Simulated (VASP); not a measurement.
An input for Ansatz (written as the equivalent of a VASP run, and not itself run):

Ansatz 0.2 input:
```yaml
crystal:
  lattice:
    - [0.0000000, 2.7049516, 2.7049516]
    - [2.7049516, 0.0000000, 2.7049516]
    - [2.7049516, 2.7049516, 0.0000000]
  atoms:
    - { symbol: Mg, position: [0.0000000, 1.0000000, 0.0000000] }
    - { symbol: Se, position: [0.5000000, 0.5000000, 0.5000000] }
kpoints:
  mp_grid: { grid: [8, 8, 8] }
hamiltonian:
  xc: r2scan
  pseudopotentials: { kind: paw }
scf:
  occupations: { method: gaussian, width: 0.05 }
  max_iter: 100
output: { forces: true, stress: true, eigenvalues: true }
```

### Question
Translate this input to VASP (INCAR, KPOINTS, POSCAR, choice of POTCAR).

### Answer
Several could match; the one computed here: 
### POSCAR
```
MgSe
1
    0.0000000000     2.7049515954     2.7049515954
    2.7049515954     0.0000000000     2.7049515954
    2.7049515954     2.7049515954     0.0000000000
Mg Se
1 1
Direct
  0.0000000000   1.0000000000   0.0000000000
  0.5000000000   0.5000000000   0.5000000000
```

### INCAR
```
LREAL = F   ! projection in real space or not
LCHARG = F
SYSTEM = MgSe
SIGMA = 0.05
LASPH = T   ! aspherical one-centre terms
PREC = Accurate
EDIFF = 1E-7   ! SCF stop (eV)
METAGGA = R2SCAN
ALGO = Normal   ! blocked Davidson
NELM = 100
LMIXTAU = T
LMAXMIX = 4   ! l cut-off of mixed one-centre charges
LWAVE = F
ENCUT = 520
ISMEAR = 0   ! Gaussian
ISIF = 2   ! forces and stress, cell fixed
```

File KPOINTS:
```
Automatic mesh
0
Gamma
8 8 8
0 0 0
```

POTCAR, in this order: Mg Se (PBE.64 set). Program: vasp_std.

Limits of the translation: each code has its own PAW files, so the cut-off isn't converted (ENCUT is set for VASP's; basis.ecutwfc is left out, and Ansatz then takes the one that its files recommend); Ansatz stops its SCF on the density residual and VASP on the energy change (EDIFF).

The compound is MgSe in the rock salt structure. This cell is one point of a volume scan, at 0.97 of the reference volume.
